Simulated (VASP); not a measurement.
Shape and ions are relaxed at each volume.

Energy against volume of Mg (hcp). Computed with optB88-vdW, VASP's PBE PAW potentials (set 64) (plane waves; VASP).

```tsv
V (Å³/atom)	E (eV/atom)
21.232	0.08654
21.909	0.07877
22.587	0.07633
23.265	0.07834
23.942	0.08412
```

Q: Fit a third-order Birch-Murnaghan equation of state.

A: 
```
Quantity                                        Result
---------------------------------------  -------------
volume per atom                          22.60 Å³/atom
bulk modulus                                  35.0 GPa
pressure derivative of the bulk modulus           4.77
```

Measured: bulk modulus 38.6 GPa at 0 K (computed value off by -9.3 %), as given by K. Lejaeghere et al., Critical reviews in solid state and materials sciences/CRC critical reviews in solid state and materials sciences (2013), arXiv:1204.2733 [extrapolated to 0 K and zero-point effects removed (source: thermally corrected experimental values)].

The compound is Mg in the hcp structure. It was relaxed first.
